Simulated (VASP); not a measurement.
A run of VASP 6.6.1:

Contents of INCAR:

```
PREC = Accurate
ENCUT = 520
EDIFF = 1E-6
ISMEAR = 0
SIGMA = 0.1
LREAL = F
LASPH = T
NELM = 150
ALGO = Normal
ISIF = 2
LWAVE = F
LCHARG = T
ISPIN = 2
MAGMOM = 4 0 0 0 0
LORBIT = 11
LMAXMIX = 4
GGA = PS
LELF = T
LVHAR = T
NBANDS = 26
```

The input KPOINTS:

```
Automatic mesh
0
Gamma
  10 10 5
```

Contents of POSCAR:

```
Li2MnN2
1.0
    3.0263108743      0.0000000000      0.0000000000
   -1.5131554371      2.6208620969      0.0000000000
    0.0000000000      0.0000000000      5.4232150044
Mn N Li
1 2 2
Cartesian
    0.0000000000      0.0000000000      0.0000000000
   -0.0000000001      1.7472413980      1.0809497915
    1.5131554373      0.8736206989      4.3422652129
   -0.0000000001      1.7472413980      3.5048231984
    1.5131554373      0.8736206989      1.9183918060
```

Potentials or basis: VASP PAW PBE potentials, release 64 (Mn_pv, N, Li_sv).

The run is started by

```sh
$ cat potpaw_PBE.64/Mn_pv/POTCAR potpaw_PBE.64/N/POTCAR potpaw_PBE.64/Li_sv/POTCAR > POTCAR
$ mpirun -np 1 vasp_std > vasp.out
```

Hardware: 1 thread of Intel(R) Xeon(R) Platinum 8375C CPU @ 2.90GHz (Ice Lake), with other jobs on the host.

Task: How long does it take, and how much memory?

Result: It took 2.6 min on 1 thread of Intel(R) Xeon(R) Platinum 8375C CPU @ 2.90GHz (Ice Lake), with other jobs on the host, peak memory 0.23 GiB. Counts: scf iterations 17, k points 58.
